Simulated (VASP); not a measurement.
Runs of VASP 6.6.1 on InP. The structure is cubic, space group F-43m (No. 216). The conventional cell has a = 5.869 Å, b = 5.869 Å, c = 5.869 Å, α = 90.00°, β = 90.00°, γ = 90.00°. In (site symmetry -43m) has 4 P at 2.54 Å as nearest neighbours. P (site symmetry -43m) has 4 In at 2.54 Å as nearest neighbours. The cell was built by a generator and needn't be a form met in nature.

| task | level | potentials or basis | cell | k mesh | cutoff (eV) | gap on the mesh (eV) | pressure (GPa) | relaxed volume (Å³/atom) |
| --- | --- | --- | --- | --- | --- | --- | --- | --- |
| dielectric tensor | PBE | VASP PAW PBE potentials, release 64 (In_d, P) | as given | 12 × 12 × 12 | 520 | 0.69 | - | - |
| dielectric tensor | PBE | VASP PAW PBE potentials, release 64 (In_d, P) | as given | 8 × 8 × 8 | 520 | 0.69 | - | - |
| dielectric tensor | LDA | VASP PAW LDA potentials, release 64 (In_d, P) | as given | 8 × 8 × 8 | 520 | 0.49 | - | - |
| dielectric tensor | PBE | VASP PAW PBE potentials, release 64 (In_d, P) | as given | 16 × 16 × 16 | 520 | 0.69 | - | - |
| dielectric tensor | r2SCAN | VASP PAW PBE potentials, release 64 (In_d, P) | as given | 10 × 10 × 10 | 520 | 1.15 | - | - |
| dielectric tensor | LDA | VASP PAW LDA potentials, release 64 (In_d, P) | as given | 12 × 12 × 12 | 520 | 0.49 | - | - |
| dielectric tensor | LDA | VASP PAW LDA potentials, release 64 (In_d, P) | as given | 16 × 16 × 16 | 520 | 0.49 | - | - |
| relaxation of cell and atoms | PBE | VASP PAW PBE potentials, release 64 (In_d, P) | relaxed | 8 × 8 × 8 | 600 | 0.44 | 0.0 | (b) |
| relaxation of cell and atoms | LDA | VASP PAW LDA potentials, release 64 (In_d, P) | relaxed | 8 × 8 × 8 | 600 | (a) | -0.1 | 24.74 |

Alike in all rows: no spin polarisation; smearing gaussian 0.02 eV.

Problem. Estimate the missing entries.

Solution. (a) 0.60; (b) 26.44.

Caveats: spin-orbit coupling is left out, which moves the levels of the heavy elements; the gap is small at this level, which inflates the dielectric constant (some runs); the PAW data sets were made with another functional, which shifts forces and pressure a little (some runs).

A k mesh can miss the band edges, and the runs leave out spin-orbit coupling on In.

Not every run made on this cell is shown here.
